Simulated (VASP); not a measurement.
Data:

```xyz
3
Lattice="1.5629 -2.7070 0.0000 1.5629 2.7070 0.0000 0.0000 0.0000 3.4486" Properties=species:S:1:pos:R:3 pbc="T T T"
Hf     0.0000     0.0000     0.0000
B      1.5629     0.9023     1.7243
B      1.5629    -0.9023     1.7243
```

All values below come from PBEsol GGA, VASP's PBE PAW potentials (set 64) (plane waves; VASP 6.6.1). Run with 520 eV cut-off, 15×15×12 Γ-centred mesh, tetrahedra with Blöchl corrections, potentials Hf_pv B.

Unless said otherwise, spin-orbit coupling is left out, though it shifts the bands of the heavy elements here.

What does the run give for the energy per atom (σ→0), band gap (on the k-mesh) with the smallest direct gap where there is one?

| Quantity | Result |
|---|---|
| band gap (on the k-mesh) | none (metal, semimetal or under 0.01 eV) |
| energy per atom (σ→0) | -896.2 kJ/mol-atom |

Total energies compare only between runs with the same potentials, cut-off and functional.

The compound is HfB2 in the AlB2 type structure. It was relaxed first.
